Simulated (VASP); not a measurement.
Here is the system:

```
CELL_PARAMETERS angstrom
      0.00000     2.12000     2.12000
      2.12000     0.00000     2.12000
      2.12000     2.12000     0.00000
ATOMIC_POSITIONS crystal
  Ti 0.00000 0.00000 0.00000
  N  0.50000 0.50000 0.50000
```

These are revPBE GGA, VASP's PBE PAW potentials (set 64) (plane waves; VASP) values and carry that method's errors. Settings: 520 eV cut-off, 13×13×13 Γ-centred mesh, first-order Methfessel-Paxton smearing of 0.10 eV, potentials Ti_sv N.

Energy and stress use the plane-wave basis of the starting cell.

Problem. The ions, cell shape and volume are relaxed. Which structure does the run end with?

Solution. 
```
CELL_PARAMETERS angstrom
      0.00000     2.13416     2.13416
      2.13416     0.00000     2.13416
      2.13416     2.13416     0.00000
ATOMIC_POSITIONS crystal
  Ti 0.00000 0.00000 0.00000
  N  0.50000 0.50000 0.50000
```
Space group Fm-3m (225), at a tolerance of 0.03 Å.

Problem. How do energy and volume change from the first to the last step?

Solution. The energy (σ→0) changes by -3.4 meV/atom and the volume by +2.0 %, in 7 ionic steps.

The compound is TiN in the rock salt structure. This run relaxes it. Symmetry was kept, so distortions that lower it aren't found. The electron count is odd and the run is not spin-polarised, which forces a metal.
